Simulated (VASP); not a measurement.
Cost and result of VASP (PAW) for the band gap of TlBr (CsCl type). Gaps are without spin-orbit coupling. Each level names its cell: its own relaxed one, PBE's, or the starting one. A gap is the smallest over the k-mesh and a band path; hybrids may have named points in place of the path, and GW has the mesh alone. The cost counts the self-consistent run with its band path or extra points (for GW, with the PBE run and the diagonalisation ahead of it), each on the mesh and cut-off of its row, so the ratios hold those differences too. With PBEsol it took about 40 core-seconds. Times come from single runs on busy shared machines, so they are rough: good to a factor of about 2.

Unless said otherwise, spin-orbit coupling is left out, though it shifts the bands of the heavy elements here.

```
level                    k-mesh  cut-off (eV)  band gap (eV)  cost over PBEsol
-----------------------  ------  ------------  -------------  ----------------
PBEsol (own cell)         8×8×8           520           1.60         reference
HSEsol (PBE cell)         6×6×6           520           2.60    about 50 times
Hartree-Fock (PBE cell)   6×6×6           520            [?]               [?]
```

### Question
Some entries are withheld; supply them.

### Answer

- Hartree-Fock (PBE cell), band gap (eV): 7.89
- Hartree-Fock (PBE cell), cost over PBEsol: about 60 times

Left out are levels that failed, ran on another kind of processor or have no fit band path; at most nine are shown.

The compound is TlBr in the CsCl type structure.
